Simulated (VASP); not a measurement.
Data:

```
CELL_PARAMETERS angstrom
      2.53733     1.46493     4.92265
     -2.53733     1.46493     4.92265
      0.00000    -2.92986     4.92265
ATOMIC_POSITIONS crystal
  Cd 0.50000 0.50000 0.50000
  Sn 0.00000 0.00000 0.00000
  F  0.76653 0.39665 0.07106
  F  0.23347 0.60335 0.92894
  F  0.07106 0.76653 0.39665
  F  0.92894 0.23347 0.60335
  F  0.39665 0.07106 0.76653
  F  0.60335 0.92894 0.23347
```

These are LDA (Ceperley-Alder, Perdew-Zunger), VASP's LDA PAW potentials (set 64) (plane waves; VASP) values and carry that method's errors. Run with 520 eV cut-off, 7×7×7 Γ-centred mesh, Gaussian smearing of 0.010 eV, potentials Cd Sn_d F.

### Question
Give the direction-averaged independent-particle dielectric function (no local fields, no excitons; a broadening of 0.1 eV leaves a tail below the gap, and fine structure carries the noise of the k-mesh).

### Answer

| ħω (eV) | ε₁ | ε₂ |
|---|---|---|
| 0.00 | 2.53 | 0.00 |
| 0.40 | 2.53 | 0.00 |
| 0.80 | 2.54 | 0.00 |
| 1.20 | 2.56 | 0.00 |
| 1.60 | 2.58 | 0.01 |
| 2.00 | 2.60 | 0.01 |
| 2.40 | 2.64 | 0.01 |
| 2.80 | 2.69 | 0.01 |
| 3.20 | 2.75 | 0.02 |
| 3.60 | 2.85 | 0.03 |
| 4.00 | 2.99 | 0.06 |
| 4.40 | 3.18 | 0.16 |
| 4.80 | 3.33 | 0.58 |
| 5.20 | 3.30 | 0.70 |
| 5.60 | 3.08 | 1.04 |
| 6.00 | 2.99 | 1.20 |
| 6.40 | 2.62 | 1.40 |
| 6.80 | 2.42 | 1.01 |
| 7.20 | 2.66 | 1.21 |
| 7.60 | 2.60 | 1.14 |
| 8.10 | 2.48 | 1.31 |
| 8.50 | 2.24 | 1.43 |
| 8.90 | 2.16 | 1.05 |
| 9.30 | 2.39 | 1.16 |
| 9.70 | 2.48 | 1.37 |
| 10.10 | 2.57 | 1.53 |
| 10.50 | 2.27 | 1.95 |
| 10.90 | 2.01 | 1.93 |
| 11.30 | 1.58 | 1.84 |
| 11.70 | 1.36 | 1.62 |
| 12.10 | 1.32 | 1.44 |
| 12.50 | 1.45 | 1.32 |
| 12.90 | 1.49 | 1.24 |
| 13.30 | 1.52 | 1.30 |
| 13.70 | 1.50 | 1.34 |
| 14.10 | 1.46 | 1.27 |
| 14.50 | 1.47 | 1.36 |
| 14.90 | 1.33 | 1.27 |
| 15.30 | 1.44 | 1.26 |
| 15.80 | 1.41 | 1.33 |
ε₂ peaks at 6.3 eV (height 1.5), 8.4 eV (height 1.5), 11.0 eV (height 2.0); ε₁(0) averages 2.53, so the electronic refractive index below the gap tends to √2.53 = 1.59.

The structure comes from a computed database's CdSnF6 entry (R-3); how it stands against other phases isn't given here. It was relaxed first, which changed the volume by -7 %.
